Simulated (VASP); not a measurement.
Method: PBE GGA + U (Dudarev), VASP's PBE PAW potentials (set 64) (plane waves; VASP).

VASP ran on this input.

INCAR:
```
# general
SYSTEM   =VAs
PREC     =Accurate
ENCUT    =400
LREAL    =.FALSE.
LASPH    =.TRUE.

# electronic loop
EDIFF    =1E-6
NELM     =100
ALGO     =Normal
LMAXMIX  =2

# smearing
ISMEAR   =0
SIGMA    =0.05

# functional
GGA      =PE

# spin
ISPIN    =2
MAGMOM   =2.0 2.0 0.0 0.0

# DFT+U
LDAU     =.TRUE.
LDAUTYPE =2
LDAUL    =2 -1
LDAUU    =5.0 0
LDAUJ    =0 0
LDAUPRINT=1

# ions
ISIF     =2

# output
LWAVE    =.FALSE.
LCHARG   =.FALSE.
LORBIT   =10
```

File POSCAR:
```
VAs
1
    3.2336870000    -2.3631320000     0.0000000000
    3.2336870000     2.3631320000     0.0000000000
   -1.1737100000     0.0000000000     6.9838620000
V As
2 2
Direct
  0.0000000000   0.5000000000   0.0000000000
  0.5000000000   0.0000000000   0.5000000000
  0.5816000000   0.4184000000   0.2500000000
  0.4184000000   0.5816000000   0.7500000000
```

File KPOINTS:
```
Automatic mesh
0
Gamma
5 5 3
0 0 0
```

POTCAR, in this order: V_sv As (PBE.64 set). Program: vasp_std.

Output of the run:

File OSZICAR:
```
...
DAV:  12    -0.192742513054E+02   -0.81637E-01   -0.44583E-01  3104   0.356E+00    0.260E+00
DAV:  13    -0.192242158802E+02    0.50035E-01   -0.65957E-01  3056   0.531E+00    0.265E+00
DAV:  14    -0.193348124598E+02   -0.11060E+00   -0.13247E-01  2840   0.321E+00    0.183E+00
DAV:  15    -0.193834905344E+02   -0.48678E-01   -0.10420E-01  3072   0.277E+00    0.108E+00
DAV:  16    -0.194036520227E+02   -0.20161E-01   -0.70534E-02  2968   0.196E+00    0.582E-01
DAV:  17    -0.194110379445E+02   -0.73859E-02   -0.21190E-02  2904   0.798E-01    0.483E-01
DAV:  18    -0.194182200717E+02   -0.71821E-02   -0.27386E-02  2880   0.926E-01    0.326E-01
DAV:  19    -0.194245509053E+02   -0.63308E-02   -0.34301E-02  2816   0.108E+00    0.142E-01
DAV:  20    -0.194282653300E+02   -0.37144E-02   -0.14314E-02  3048   0.544E-01    0.114E-01
DAV:  21    -0.194303775170E+02   -0.21122E-02   -0.72614E-03  3032   0.304E-01    0.127E-01
DAV:  22    -0.194280871452E+02    0.22904E-02   -0.38210E-03  2952   0.545E-01    0.344E-01
DAV:  23    -0.194310807393E+02   -0.29936E-02   -0.48948E-03  2912   0.463E-01    0.212E-01
DAV:  24    -0.194320409284E+02   -0.96019E-03   -0.22925E-03  3088   0.220E-01    0.192E-01
DAV:  25    -0.194329090472E+02   -0.86812E-03   -0.21481E-03  2840   0.183E-01    0.177E-01
DAV:  26    -0.194333676395E+02   -0.45859E-03   -0.12351E-03  3032   0.123E-01    0.188E-01
DAV:  27    -0.194332544848E+02    0.11315E-03   -0.48286E-04  2928   0.110E-01    0.231E-01
DAV:  28    -0.194328936575E+02    0.36083E-03   -0.20955E-04  2904   0.767E-02    0.270E-01
DAV:  29    -0.194349060721E+02   -0.20124E-02   -0.49434E-03  2792   0.421E-01    0.122E-01
DAV:  30    -0.194355531956E+02   -0.64712E-03   -0.21428E-03  3144   0.196E-01    0.109E-01
DAV:  31    -0.194358927586E+02   -0.33956E-03   -0.10009E-03  3072   0.107E-01    0.131E-01
DAV:  32    -0.194359803978E+02   -0.87639E-04   -0.48876E-04  2464   0.769E-02    0.164E-01
DAV:  33    -0.194361668605E+02   -0.18646E-03   -0.40985E-04  2640   0.687E-02    0.173E-01
DAV:  34    -0.194362106379E+02   -0.43777E-04   -0.25211E-04  2328   0.493E-02    0.193E-01
DAV:  35    -0.194362343265E+02   -0.23689E-04   -0.17668E-04  2272   0.394E-02    0.209E-01
DAV:  36    -0.194362526323E+02   -0.18306E-04   -0.12961E-04  2296   0.332E-02    0.222E-01
DAV:  37    -0.194362517206E+02    0.91168E-06   -0.94391E-05  2216   0.280E-02    0.234E-01
DAV:  38    -0.194362103440E+02    0.41377E-04   -0.65457E-05  2168   0.252E-02    0.247E-01
DAV:  39    -0.194363315181E+02   -0.12117E-03   -0.77073E-05  2536   0.352E-02    0.247E-01
DAV:  40    -0.194368668152E+02   -0.53530E-03   -0.42405E-04  2784   0.112E-01    0.216E-01
DAV:  41    -0.194373943479E+02   -0.52753E-03   -0.78448E-04  2800   0.134E-01    0.184E-01
DAV:  42    -0.194376549141E+02   -0.26057E-03   -0.51907E-04  3064   0.875E-02    0.184E-01
DAV:  43    -0.194376622359E+02   -0.73218E-05   -0.22723E-04  2656   0.554E-02    0.207E-01
DAV:  44    -0.194376494106E+02    0.12825E-04   -0.14280E-04  2272   0.371E-02    0.225E-01
DAV:  45    -0.194376372832E+02    0.12127E-04   -0.96379E-05  2248   0.289E-02    0.239E-01
DAV:  46    -0.194377517120E+02   -0.11443E-03   -0.11332E-04  2600   0.414E-02    0.241E-01
DAV:  47    -0.194377604253E+02   -0.87133E-05   -0.76644E-05  2288   0.283E-02    0.251E-01
DAV:  48    -0.194377377766E+02    0.22649E-04   -0.53068E-05  1952   0.224E-02    0.262E-01
DAV:  49    -0.194376719410E+02    0.65836E-04   -0.34742E-05  2256   0.212E-02    0.274E-01
DAV:  50    -0.194376363658E+02    0.35575E-04   -0.24458E-05  1800   0.157E-02    0.282E-01
DAV:  51    -0.194377032482E+02   -0.66882E-04   -0.29391E-05  2464   0.224E-02    0.283E-01
DAV:  52    -0.194376370916E+02    0.66157E-04   -0.15818E-05  2104   0.177E-02    0.292E-01
DAV:  53    -0.194376027475E+02    0.34344E-04   -0.10867E-05  1920   0.119E-02    0.297E-01
DAV:  54    -0.194375040124E+02    0.98735E-04   -0.11806E-05  2504   0.200E-02    0.306E-01
DAV:  55    -0.194372487567E+02    0.25526E-03   -0.57278E-05  2816   0.454E-02    0.322E-01
DAV:  56    -0.194371149888E+02    0.13377E-03   -0.38064E-05  2600   0.279E-02    0.330E-01
DAV:  57    -0.194368187553E+02    0.29623E-03   -0.10356E-04  2752   0.503E-02    0.344E-01
DAV:  58    -0.194368167908E+02    0.19646E-05   -0.29071E-05  2264   0.223E-02    0.342E-01
DAV:  59    -0.194368007504E+02    0.16040E-04   -0.16113E-05  2080   0.153E-02    0.340E-01
DAV:  60    -0.194369703820E+02   -0.16963E-03   -0.10568E-05  2824   0.289E-02    0.330E-01
DAV:  61    -0.194370531127E+02   -0.82731E-04   -0.51446E-06  2368   0.144E-02    0.325E-01
DAV:  62    -0.194370890815E+02   -0.35969E-04   -0.28106E-06  1736   0.816E-03    0.323E-01
DAV:  63    -0.194370094005E+02    0.79681E-04   -0.35456E-06  2208   0.156E-02    0.327E-01
DAV:  64    -0.194372323335E+02   -0.22293E-03   -0.45171E-05  2768   0.455E-02    0.315E-01
DAV:  65    -0.194374668656E+02   -0.23453E-03   -0.12064E-04  2816   0.579E-02    0.303E-01
DAV:  66    -0.194375527465E+02   -0.85881E-04   -0.50758E-05  2480   0.290E-02    0.301E-01
DAV:  67    -0.194375546147E+02   -0.18682E-05   -0.20705E-05  2064   0.176E-02    0.304E-01
DAV:  68    -0.194375470580E+02    0.75567E-05   -0.98413E-06  1888   0.116E-02    0.307E-01
DAV:  69    -0.194375370625E+02    0.99955E-05   -0.50645E-06  1704   0.792E-03    0.310E-01
DAV:  70    -0.194375393720E+02   -0.23095E-05   -0.40435E-06  1776   0.721E-03    0.312E-01
DAV:  71    -0.194376331351E+02   -0.93763E-04   -0.16388E-05  2368   0.210E-02    0.308E-01
DAV:  72    -0.194375635292E+02    0.69606E-04   -0.36537E-06  1984   0.123E-02    0.314E-01
DAV:  73    -0.194375567667E+02    0.67625E-05   -0.30652E-06  1640   0.806E-03    0.316E-01
DAV:  74    -0.194375555680E+02    0.11986E-05   -0.14744E-06  1480   0.501E-03    0.317E-01
DAV:  75    -0.194375640734E+02   -0.85054E-05   -0.17294E-06  1608   0.544E-03    0.318E-01
DAV:  76    -0.194381647225E+02   -0.60065E-03   -0.41911E-04  2792   0.129E-01    0.281E-01
DAV:  77    -0.194382133127E+02   -0.48590E-04   -0.11108E-04  3024   0.470E-02    0.285E-01
DAV:  78    -0.194382574014E+02   -0.44089E-04   -0.74908E-05  2472   0.324E-02    0.288E-01
DAV:  79    -0.194383028876E+02   -0.45486E-04   -0.62657E-05  2552   0.305E-02    0.291E-01
DAV:  80    -0.194383527617E+02   -0.49874E-04   -0.64002E-05  2456   0.323E-02    0.293E-01
DAV:  81    -0.194388370495E+02   -0.48429E-03   -0.23093E-04  2912   0.843E-02    0.261E-01
DAV:  82    -0.194384513855E+02    0.38566E-03   -0.36137E-04  2872   0.153E-01    0.295E-01
DAV:  83    -0.194375562464E+02    0.89514E-03   -0.14168E-03  2744   0.218E-01    0.340E-01
DAV:  84    -0.194370687835E+02    0.48746E-03   -0.94632E-04  3064   0.133E-01    0.359E-01
DAV:  85    -0.194373458260E+02   -0.27704E-03   -0.14226E-04  2992   0.771E-02    0.347E-01
DAV:  86    -0.194377354626E+02   -0.38964E-03   -0.67447E-05  2936   0.714E-02    0.326E-01
DAV:  87    -0.194376573707E+02    0.78092E-04   -0.15225E-05  2496   0.265E-02    0.330E-01
DAV:  88    -0.194378196765E+02   -0.16231E-03   -0.25524E-05  2640   0.394E-02    0.322E-01
DAV:  89    -0.194378135909E+02    0.60856E-05   -0.32443E-06  1944   0.120E-02    0.323E-01
DAV:  90    -0.194378367943E+02   -0.23203E-04   -0.41492E-06  2096   0.106E-02    0.323E-01
DAV:  91    -0.194372035967E+02    0.63320E-03   -0.46988E-04  2736   0.144E-01    0.352E-01
DAV:  92    -0.194372189536E+02   -0.15357E-04   -0.62562E-05  2512   0.470E-02    0.349E-01
DAV:  93    -0.194372459144E+02   -0.26961E-04   -0.31547E-05  2496   0.236E-02    0.345E-01
DAV:  94    -0.194377014616E+02   -0.45555E-03   -0.86555E-05  2856   0.724E-02    0.320E-01
DAV:  95    -0.194380349152E+02   -0.33345E-03   -0.53259E-05  3000   0.452E-02    0.301E-01
DAV:  96    -0.194366428123E+02    0.13921E-02   -0.25547E-03  2728   0.342E-01    0.354E-01
DAV:  97    -0.194373646714E+02   -0.72186E-03   -0.28234E-04  2928   0.133E-01    0.320E-01
DAV:  98    -0.194375917019E+02   -0.22703E-03   -0.94115E-05  2744   0.495E-02    0.311E-01
DAV:  99    -0.194375707960E+02    0.20906E-04   -0.15967E-04  2824   0.634E-02    0.310E-01
DAV: 100    -0.194378131056E+02   -0.24231E-03   -0.12154E-04  2904   0.521E-02
   1 F= -.19437813E+02 E0= -.19435672E+02  d E =-.428144E-02  mag=     5.5220
```

OUTCAR:
```
------------------------ aborting loop EDIFF was not reached (unconverged)  ----------------------------
  FORCE on cell =-STRESS in cart. coord.  units (eV):
  Direction    XX          YY          ZZ          XY          YZ          ZX
  --------------------------------------------------------------------------------------
  Total       -2.4920550     -3.2422812     -2.0412629      0.0000000      0.0000000     -0.0744618
  in kB      -37.4073204    -48.6686891    -30.6406465      0.0000000      0.0000000     -1.1177193
  external PRESSURE =     -38.9055520 kB  Pullay stress =       0.0000000 kB
  volume of cell :      106.74
      direct lattice vectors                 reciprocal lattice vectors
     3.233687000 -2.363132000  0.000000000     0.154622262 -0.211583610  0.025985865
     3.233687000  2.363132000  0.000000000     0.154622262  0.211583610  0.025985865
    -1.173710000  0.000000000  6.983862000     0.000000000  0.000000000  0.143187251
 POSITION                                       TOTAL-FORCE (eV/Angst)
 -----------------------------------------------------------------------------------
      1.61684      1.18157      0.00000        -0.000000      0.000000     -0.000000
      1.02999     -1.18157      3.49193        -0.000000      0.000000     -0.000000
      2.94026     -0.38566      1.74597         0.000000     -0.291388     -0.000000
      2.35340      0.38566      5.23790         0.000000      0.291388      0.000000
 -----------------------------------------------------------------------------------
    total drift:                                0.000000     -0.000000      0.000000
  FREE ENERGIE OF THE ION-ELECTRON SYSTEM (eV)
  ---------------------------------------------------
  free  energy   TOTEN  =       -19.4378131056 eV

  energy  without entropy=      -19.4335316650  energy(sigma->0) =      -19.43567239

 total charge

# of ion       s       p       d       tot
------------------------------------------
    1        2.203   6.071   2.992  11.266
    2        2.203   6.071   2.992  11.266
    3        1.242   1.484   0.016   2.742
    4        1.242   1.484   0.016   2.742
--------------------------------------------------
tot          6.890  15.108   6.016  28.014

 magnetization (x)

# of ion       s       p       d       tot
------------------------------------------
    1        0.043   0.012   2.659   2.714
    2        0.043   0.012   2.659   2.714
    3       -0.009  -0.141   0.007  -0.143
    4       -0.009  -0.141   0.007  -0.143
--------------------------------------------------
tot          0.067  -0.258   5.332   5.140
```
(Selected blocks of OUTCAR.)

### stdout
```
...
DAV:  81    -0.194388370495E+02   -0.48429E-03   -0.23093E-04  2912   0.843E-02    0.261E-01
DAV:  82    -0.194384513855E+02    0.38566E-03   -0.36137E-04  2872   0.153E-01    0.295E-01
DAV:  83    -0.194375562464E+02    0.89514E-03   -0.14168E-03  2744   0.218E-01    0.340E-01
DAV:  84    -0.194370687835E+02    0.48746E-03   -0.94632E-04  3064   0.133E-01    0.359E-01
DAV:  85    -0.194373458260E+02   -0.27704E-03   -0.14226E-04  2992   0.771E-02    0.347E-01
DAV:  86    -0.194377354626E+02   -0.38964E-03   -0.67447E-05  2936   0.714E-02    0.326E-01
DAV:  87    -0.194376573707E+02    0.78092E-04   -0.15225E-05  2496   0.265E-02    0.330E-01
DAV:  88    -0.194378196765E+02   -0.16231E-03   -0.25524E-05  2640   0.394E-02    0.322E-01
DAV:  89    -0.194378135909E+02    0.60856E-05   -0.32443E-06  1944   0.120E-02    0.323E-01
DAV:  90    -0.194378367943E+02   -0.23203E-04   -0.41492E-06  2096   0.106E-02    0.323E-01
DAV:  91    -0.194372035967E+02    0.63320E-03   -0.46988E-04  2736   0.144E-01    0.352E-01
DAV:  92    -0.194372189536E+02   -0.15357E-04   -0.62562E-05  2512   0.470E-02    0.349E-01
DAV:  93    -0.194372459144E+02   -0.26961E-04   -0.31547E-05  2496   0.236E-02    0.345E-01
DAV:  94    -0.194377014616E+02   -0.45555E-03   -0.86555E-05  2856   0.724E-02    0.320E-01
DAV:  95    -0.194380349152E+02   -0.33345E-03   -0.53259E-05  3000   0.452E-02    0.301E-01
DAV:  96    -0.194366428123E+02    0.13921E-02   -0.25547E-03  2728   0.342E-01    0.354E-01
DAV:  97    -0.194373646714E+02   -0.72186E-03   -0.28234E-04  2928   0.133E-01    0.320E-01
DAV:  98    -0.194375917019E+02   -0.22703E-03   -0.94115E-05  2744   0.495E-02    0.311E-01
DAV:  99    -0.194375707960E+02    0.20906E-04   -0.15967E-04  2824   0.634E-02    0.310E-01
DAV: 100    -0.194378131056E+02   -0.24231E-03   -0.12154E-04  2904   0.521E-02

 -----------------------------------------------------------------------------
|                                                                             |
|           W    W    AA    RRRRR   N    N  II  N    N   GGGG   !!!           |
|           W    W   A  A   R    R  NN   N  II  NN   N  G    G  !!!           |
|           W    W  A    A  R    R  N N  N  II  N N  N  G       !!!           |
|           W WW W  AAAAAA  RRRRR   N  N N  II  N  N N  G  GGG   !            |
|           WW  WW  A    A  R   R   N   NN  II  N   NN  G    G                |
|           W    W  A    A  R    R  N    N  II  N    N   GGGG   !!!           |
|                                                                             |
|     The electronic self-consistency was not achieved in the given           |
|     number of steps (NELM). The forces and other quantities evaluated       |
|     might not be reliable so examine the results carefully. If you find     |
|     spurious results, we suggest increasing NELM, if you were close to      |
|     convergence or switching to a different ALGO or adjusting the           |
|     density mixing parameters otherwise.                                    |
|                                                                             |
 -----------------------------------------------------------------------------

   1 F= -.19437813E+02 E0= -.19435672E+02  d E =-.428144E-02  mag=     5.5220
```

Convergence was not reached.

The structure was generated: VAs was put into the tenorite type (C2/c), which need not be its known phase. The cell was not relaxed at this level. The k-mesh is coarse (spacing up to 0.33 per Å, 2π included), so the numbers may not be converged in it. The run is one of a series of settings (LDAU = .TRUE., LDAUJ = 0 0, LDAUL = 2 -1, LDAUTYPE = 2, LDAUU = 5.0 0, LMAXMIX = 2 against the base run), some of them coarse on purpose.
